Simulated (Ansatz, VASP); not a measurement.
One calculation of Si4Sb, two programs

```xyz
5
Lattice="-3.0873 3.0873 3.0873 3.0873 -3.0873 3.0873 3.0873 3.0873 -3.0873" Properties=species:S:1:pos:R:3 pbc="T T T"
Si    1.5437    1.5437   -1.5437
Si    1.5437   -1.5437    1.5437
Si   -1.5437    1.5437    1.5437
Si    1.5437    1.5437    1.5437
Sb    0.0000    0.0000    0.0000
```

Change from the starting cell: species swapped into the CrGa4 type (Im-3m, No. 229).

Alike in both runs: functional PBE; k mesh 10 × 10 × 10; occupations gaussian, width 0.1 eV; no spin polarisation.

Ansatz relaxed the structure, and its values are those at the end. VASP's run is a single point on that final structure, the one shown.

```csv
,VASP,Ansatz
version,VASP 6.6.1,Ansatz 0.2.0
potentials or method,"VASP PAW PBE potentials, release 64 (Si, Sb)","scalar-relativistic, plane waves, PAW"
plane-wave cutoff (eV),520,420
valence electrons in the cell,21,31
```

Ansatz gave:

```
gap on the k mesh at the Fermi level (eV) : none
pressure (GPa)                            : 0.0
```

**Question.** Estimate VASP's values.

**Answer.** gap on the k mesh at the Fermi level (eV): none; pressure (GPa): 0.2.

A gap of «none» marks a metal or a gap that the smearing closes. The functional is the same, so the differences come from potentials, cutoffs and numerics. The two sets of potentials don't hold the same shells in valence.

Spin-orbit coupling is left out, which matters for the levels of Sb.
